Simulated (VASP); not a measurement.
Level of theory: r2SCAN meta-GGA, VASP's PBE PAW potentials (set 64) (plane waves; VASP 6.6.1).

VASP input:

INCAR:
```
! general
SYSTEM =Be
PREC   =Accurate
ENCUT  =520
LREAL  =F   ! projection in real space or not
LASPH  =T   ! aspherical one-centre terms

! electronic loop
EDIFF  =1E-7
NELM   =100   ! most electronic steps
ALGO   =Normal
LMIXTAU=T

! smearing
ISMEAR =1   ! Methfessel-Paxton
SIGMA  =0.1   ! width (eV)

! functional
METAGGA=R2SCAN

! ions
IBRION =2
NSW    =30   ! most ionic steps
ISIF   =4
EDIFFG =-0.01   ! ionic stop

! output
LWAVE  =F
LCHARG =F
```

File POSCAR:
```
Be
1
    1.1330129472    -1.9624358211     0.0000000000
    1.1330129472     1.9624358211     0.0000000000
    0.0000000000     0.0000000000     3.5615907637
Be
2
Direct
  0.3333330000   0.6666670000   0.2500000000
  0.6666670000   0.3333330000   0.7500000000
```

File KPOINTS:
```
Automatic mesh
0
Gamma
18 18 10
0 0 0
```

POTCAR, in this order: Be (PBE.64 set). Program: vasp_std.

The resulting files:

File OUTCAR:
```
 ion  position               nearest neighbor table
   1  0.333  0.667  0.250-   2 2.21   2 2.21   2 2.21   2 2.21   2 2.21   2 2.21
   2  0.667  0.333  0.750-   1 2.21   1 2.21   1 2.21   1 2.21   1 2.21   1 2.21
  LATTYP: Found a hexagonal cell.
 ALAT       =     2.2660257480
 C/A-ratio  =     1.5717344637
 Subroutine PRICEL returns:
 Original cell was already a primitive cell.
 Subroutine GETGRP returns: Found 24 space group operations
The static configuration has the point symmetry D_3d.
 The point group associated with its full space group is D_6h.
The dynamic configuration has the point symmetry D_3d.
 Subroutine INISYM returns: Found 24 space group operations
 Subroutine IBZKPT returns following result:
 Found    222 irreducible k-points:

 Following reciprocal coordinates:
            Coordinates               Weight
  0.000000  0.000000  0.000000      1.000000
  0.055556  0.000000  0.000000      6.000000
  0.111111  0.000000  0.000000      6.000000
  0.166667  0.000000  0.000000      6.000000
  0.222222  0.000000  0.000000      6.000000
  0.277778  0.000000  0.000000      6.000000
  0.333333  0.000000  0.000000      6.000000
  0.388889  0.000000  0.000000      6.000000
  0.444444  0.000000  0.000000      6.000000
  0.500000  0.000000  0.000000      3.000000
  0.055556  0.055556  0.000000      6.000000
  0.111111  0.055556  0.000000     12.000000
  0.166667  0.055556  0.000000     12.000000
  0.222222  0.055556  0.000000     12.000000
  0.277778  0.055556  0.000000     12.000000
  0.333333  0.055556  0.000000     12.000000
  0.388889  0.055556  0.000000     12.000000
  0.444444  0.055556  0.000000     12.000000
  0.111111  0.111111  0.000000      6.000000
  0.166667  0.111111  0.000000     12.000000
  0.222222  0.111111  0.000000     12.000000
  0.277778  0.111111  0.000000     12.000000
  0.333333  0.111111  0.000000     12.000000
  0.388889  0.111111  0.000000     12.000000
  0.444444  0.111111  0.000000      6.000000
  0.166667  0.166667  0.000000      6.000000
  0.222222  0.166667  0.000000     12.000000
  0.277778  0.166667  0.000000     12.000000
  0.333333  0.166667  0.000000     12.000000
  0.388889  0.166667  0.000000     12.000000
  0.222222  0.222222  0.000000      6.000000
  0.277778  0.222222  0.000000     12.000000
  0.333333  0.222222  0.000000     12.000000
  0.388889  0.222222  0.000000      6.000000
  0.277778  0.277778  0.000000      6.000000
  0.333333  0.277778  0.000000     12.000000
  0.333333  0.333333  0.000000      2.000000
  0.000000  0.000000  0.100000      2.000000
  0.055556  0.000000  0.100000     12.000000
  0.111111  0.000000  0.100000     12.000000
   k-points           NKPTS =    222   k-points in BZ     NKDIM =    222   number of bands    NBANDS=      6
   number of dos      NEDOS =    301   number of ions     NIONS =      2
   total plane-waves  NPLWV =   9072
   dimension x,y,z NGX =    18 NGY =   18 NGZ =   28
   dimension x,y,z NGXF=    36 NGYF=   36 NGZF=   56
   ions per type =               2
   PREC   = accura    normal or accurate (medium, high low for compatibility)
   ISTART =      0    job   : 0-new  1-cont  2-samecut
   ICHARG =      2    charge: 1-file 2-atom 10-const
   ISPIN  =      1    spin polarized calculation?
   LNONCOLLINEAR =      F non collinear calculations
   LSORBIT =      F    spin-orbit coupling
   INIWAV =      1    electr: 0-lowe 1-rand  2-diag
   ENCUT  =  520.0 eV  38.22 Ry    6.18 a.u.   4.21  4.21  6.62*2*pi/ulx,y,z
   NELM   =    100;   NELMIN=  2; NELMDL= -5     # of ELM steps
   EDIFF  = 0.1E-06   stopping-criterion for ELM
   LREAL  =      F    real-space projection
...
```

### OSZICAR
```
       N       E                     dE             d eps       ncg     rms          rms(c)
DAV:   1    -0.371717420648E+01   -0.37172E+01   -0.19187E+03  2700   0.575E+02
DAV:   2    -0.893301106746E+01   -0.52158E+01   -0.50478E+01  4098   0.665E+01
DAV:   3    -0.895892754320E+01   -0.25916E-01   -0.25921E-01  3450   0.452E+00
DAV:   4    -0.895895388374E+01   -0.26341E-04   -0.26340E-04  3972   0.136E-01
DAV:   5    -0.895895392978E+01   -0.46045E-07   -0.46073E-07  3360   0.210E-03    0.130E+00
DAV:   6    -0.867743868429E+01    0.28152E+00   -0.95960E-02  2886   0.298E+00    0.761E-01
DAV:   7    -0.865650424481E+01    0.20934E-01   -0.15158E-02  2874   0.127E+00    0.130E-01
DAV:   8    -0.867809373292E+01   -0.21589E-01   -0.85779E-03  3072   0.910E-01    0.118E-02
DAV:   9    -0.867677278509E+01    0.13209E-02   -0.20738E-04  3384   0.157E-01    0.114E-02
DAV:  10    -0.867651828935E+01    0.25450E-03   -0.20683E-05  3234   0.480E-02    0.663E-03
DAV:  11    -0.867649501378E+01    0.23276E-04   -0.93418E-06  3360   0.234E-02    0.182E-03
DAV:  12    -0.867649658765E+01   -0.15739E-05   -0.28834E-06  2952   0.203E-02    0.193E-04
DAV:  13    -0.867649769795E+01   -0.11103E-05   -0.94668E-09  2856   0.104E-03    0.779E-05
DAV:  14    -0.867649701019E+01    0.68776E-06   -0.89520E-09  1674   0.716E-04    0.330E-05
DAV:  15    -0.867649741632E+01   -0.40613E-06   -0.14881E-09  1602   0.349E-04    0.604E-06
DAV:  16    -0.867649739020E+01    0.26124E-07   -0.31024E-11  1560   0.687E-05
   1 F= -.86764974E+01 E0= -.86764709E+01  d E =-.867650E+01
       N       E                     dE             d eps       ncg     rms          rms(c)
DAV:   1    -0.867719429174E+01   -0.69688E-03   -0.75883E-03  3342   0.581E-01    0.320E-02
DAV:   2    -0.867719164978E+01    0.26420E-05   -0.32509E-05  3144   0.522E-02    0.197E-02
DAV:   3    -0.867718714367E+01    0.45061E-05   -0.47526E-06  3510   0.196E-02    0.478E-04
DAV:   4    -0.867718755339E+01   -0.40972E-06   -0.10237E-06  3276   0.115E-02    0.200E-04
DAV:   5    -0.867718763019E+01   -0.76799E-07   -0.26362E-07  3114   0.602E-03
   2 F= -.86771876E+01 E0= -.86771379E+01  d E =-.690240E-03
```

OUTCAR:
```
------------------------ aborting loop because EDIFF is reached ----------------------------------------
  FORCE on cell =-STRESS in cart. coord.  units (eV):
  Direction    XX          YY          ZZ          XY          YZ          ZX
  --------------------------------------------------------------------------------------
  Total       -0.0083376     -0.0083376     -0.0085260      0.0000000      0.0000000      0.0000000
  in kB       -0.8434230     -0.8434229     -0.8624861      0.0000000      0.0000000      0.0000000
  external PRESSURE =      -0.8497773 kB  Pullay stress =       0.0000000 kB
  volume of cell :       15.84
      direct lattice vectors                 reciprocal lattice vectors
     1.130348066 -1.957820112 -0.000000000     0.442341625 -0.255386078 -0.000000000
     1.130348066  1.957820112  0.000000000     0.442341625  0.255386078  0.000000000
     0.000000000 -0.000000000  3.578404001     0.000000000 -0.000000000  0.279454192
 POSITION                                       TOTAL-FORCE (eV/Angst)
 -----------------------------------------------------------------------------------
      1.13035      0.65261      0.89460         0.000000     -0.000000      0.000000
      1.13035     -0.65261      2.68380        -0.000000      0.000000      0.000000
 -----------------------------------------------------------------------------------
    total drift:                                0.000000     -0.000003      0.000004
  FREE ENERGIE OF THE ION-ELECTRON SYSTEM (eV)
  ---------------------------------------------------
  free  energy   TOTEN  =        -8.6771876302 eV

  energy  without entropy=       -8.6770385723  energy(sigma->0) =       -8.67713794

 reached required accuracy - stopping structural energy minimisation
```
(Selected blocks of OUTCAR.)

CONTCAR:
```
Be
   1.00000000000000
     1.1303480655698823   -1.9578201119235665   -0.0000000000000000
     1.1303480655698823    1.9578201119235665    0.0000000000000000
     0.0000000000000000   -0.0000000000000000    3.5784040009531339
  Be
     2
Direct
     0.3333330000000032    0.6666669999999968    0.2500000000000000
     0.6666669999999968    0.3333330000000032    0.7500000000000000
```

The compound is Be in the hcp structure. This run relaxes it. Symmetry was kept, so distortions that lower it aren't found.
